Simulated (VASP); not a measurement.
A run of VASP 6.6.1 is set up as follows.

The input POSCAR:

```
FeSi
1.0
    4.5507000000      0.0000000000      0.0000000000
    0.0000000000      4.5507000000      0.0000000000
    0.0000000000      0.0000000000      4.5507000000
Fe Si
4 4
Direct
    0.1365200000      0.1365200000      0.1365200000
    0.3634800000      0.8634800000      0.6365200000
    0.6365200000      0.3634800000      0.8634800000
    0.8634800000      0.6365200000      0.3634800000
    0.8424000000      0.8424000000      0.8424000000
    0.6576000000      0.1576000000      0.3424000000
    0.3424000000      0.6576000000      0.1576000000
    0.1576000000      0.3424000000      0.6576000000
```

The input INCAR.step1:

```
SYSTEM = FeSi
PREC = Accurate
ENCUT = 600
EDIFF = 1E-8
ISMEAR = -1
SIGMA = 0.01
LREAL = .False.
LASPH = .True.
NELM = 120
ALGO = Fast
ISIF = 3
LWAVE = .False.
LCHARG = .False.
GGA = CA
IBRION = 2
NSW = 40
EDIFFG = -0.002
```

Contents of INCAR.step2:

```
SYSTEM = FeSi
PREC = Accurate
ENCUT = 600
EDIFF = 1E-8
ISMEAR = -1
SIGMA = 0.01
LREAL = .False.
LASPH = .True.
NELM = 120
ALGO = Fast
ISIF = 2
LWAVE = .False.
LCHARG = .False.
GGA = CA
IBRION = 6
NFREE = 2
POTIM = 0.015
NSW = 1
```

The input KPOINTS:

```
Automatic mesh
0
Gamma
  6 6 6
  0 0 0
```

Potentials or basis: VASP PAW LDA potentials, release 64 (Fe, Si).

Run with:

```bash
$ cat potpaw_LDA.64/Fe/POTCAR potpaw_LDA.64/Si/POTCAR > POTCAR
$ cp INCAR.step1 INCAR
$ mpirun -np 1 vasp_std > vasp.out
$ cp CONTCAR POSCAR
$ cp INCAR.step2 INCAR
$ mpirun -np 1 vasp_std > vasp.out
```

Problem. Predict the highest phonon frequency at Γ, LO-TO splitting left out.

Solution. 488 cm⁻¹.

Problem. Predict the space group after relaxing (to 0.05 Å).

Solution. P2_13 (No. 198).

The path:
```tsv
step	energy change (eV)	largest force (eV/Å)	pressure (GPa)	volume (Å³)
1	0.0000	0.3598	-24.25	94.24
2	0.9574	1.2354	57.02	71.95
3	-0.8973	0.1407	-1.18	84.10
4	-0.8986	0.1598	-0.27	83.81
5	-0.8985	0.1731	0.36	83.61
6	-0.9030	0.0660	0.39	83.54
7	-0.9033	0.0355	0.41	83.52
8	-0.9033	0.0050	-0.64	83.83
9	-0.9036	0.0205	-0.11	83.67
10	-0.9037	0.0069	-0.04	83.64
11	-0.9037	0.0040	-0.01	83.62
12	-0.9037	0.0038	0.00	83.62
13	-0.9037	0.0010	0.00	83.62
```

Spin polarisation is off, so any magnetic state and its effect on volume and gap are missing.
